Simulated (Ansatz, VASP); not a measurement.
Two plane-wave programs on SnIr3

```
CELL_PARAMETERS angstrom
2.82495 0.00000 0.00000
0.00000 2.82495 0.00000
0.00000 0.00000 8.94149
ATOMIC_POSITIONS crystal
Sn 0.00000 0.00000 0.00000
Ir 0.00000 0.50000 0.73865
Ir 0.50000 0.00000 0.26135
Ir 0.00000 0.00000 0.50000
```

Alike in both runs: task single point; functional PBE; k mesh 6 × 6 × 2; occupations gaussian, width 0.1 eV; collinear spin.

|  | VASP | Ansatz |
| --- | --- | --- |
| version | VASP 6.6.1 | Ansatz 0.2.0 |
| potentials or method | VASP PAW PBE potentials, release 64 (Sn_d, Ir) | scalar-relativistic, plane waves, PAW |
| plane-wave cutoff (eV) | 520 | 420 |
| valence electrons in the cell | 41 | 65 |

Ansatz gave:

- gap on the k mesh at the Fermi level (eV): none
- pressure (GPa): 0.2
- largest component of the traceless stress (GPa): 0.55
- rms of the force components (eV/Å): 0.030
- net moment per atom (μB): 0.26
- size of the moment on the site where the two differ most (μB): 0.30

Estimate VASP's values.

gap on the k mesh at the Fermi level (eV): none; pressure (GPa): 0.3; largest component of the traceless stress (GPa): 0.55; rms of the force components (eV/Å): 0.035; net moment per atom (μB): 0.26; size of the moment on the site where the two differ most (μB): 0.35.

Site moments also hang on the region over which each program counts them. Atom by atom the forces differ by 0.005 eV/Å (rms over components). A gap of «none» marks a metal or a gap that the smearing closes. The functional is the same, so the differences come from potentials, cutoffs and numerics. The two sets of potentials don't hold the same shells in valence.

Caveats: the k mesh is coarse (spacing up to 0.37 Å⁻¹), so the values aren't converged. The runs have no spin-orbit coupling, so splittings on Ir are missing.
